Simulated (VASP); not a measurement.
```yaml
crystal:
  lattice:
    - [-1.89503, 1.89503, 3.34564]
    - [1.89503, -1.89503, 3.34564]
    - [1.89503, 1.89503, -3.34564]
  atoms:
    - { symbol: Sm, position: [0.00000, 0.00000, 0.00000] }
    - { symbol: B, position: [0.42336, 0.38378, 0.03958] }
    - { symbol: B, position: [0.61622, 0.61622, 0.00000] }
```

The numbers are results of PBEsol GGA, VASP's PBE PAW potentials (set 64) (plane waves; VASP 6.6.1), not measurements. Settings: 600 eV cut-off, 10×10×10 Γ-centred mesh, first-order Methfessel-Paxton smearing of 0.10 eV, potentials Sm_3 B.

The 4f electrons are frozen in the core of the lanthanide potential, so 4f levels, which can set the real gap, and their magnetism are missing.

Question: Predict the energy per atom (σ→0), largest force, band gap (on the k-mesh) with the smallest direct gap where there is one.

Answer: 
| Quantity | Result |
|---|---|
| band gap (on the k-mesh) | none (metal, semimetal or under 0.01 eV) |
| energy per atom (σ→0) | -5.927 eV/atom |
| largest force | 0.411 eV/Å |

The structure was generated: SmB2 was put into the MoSi2 type (I4/mmm), which need not be its known phase. This cell was strained or had an atom moved on purpose. The electron count is odd and the run is not spin-polarised, which forces a metal.
